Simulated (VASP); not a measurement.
Energy against volume of CsPbBr3 (cubic perovskite). Level of theory: PBEsol GGA, VASP's PBE PAW potentials (set 64) (plane waves; VASP). Run with 520 eV cut-off, 4×4×4 Γ-centred mesh, Gaussian smearing of 0.050 eV, potentials Cs_sv Pb_d Br.

| V (Å³/atom) | E (eV/atom) |
|---|---|
| 39.341 | -3.35149 |
| 40.558 | -3.35486 |
| 41.774 | -3.35321 |
| 42.991 | -3.34734 |

Question: Fit these four points and predict the energy of the run at 38.124 Å³/atom.

Answer: A cubic in V^(−2/3), the third-order Birch-Murnaghan form, passes through the four points with V0 = 40.73 Å³/atom and B0 = 22 GPa, and gives -3.3421 eV/atom there. The run gave -3.3421 eV/atom, -0.0 meV/atom from the fit; all five points give B0 = 22 GPa.

The compound is CsPbBr3 in the cubic perovskite structure, the ideal cubic form; the compound distorts at low or room temperature. It was relaxed first.
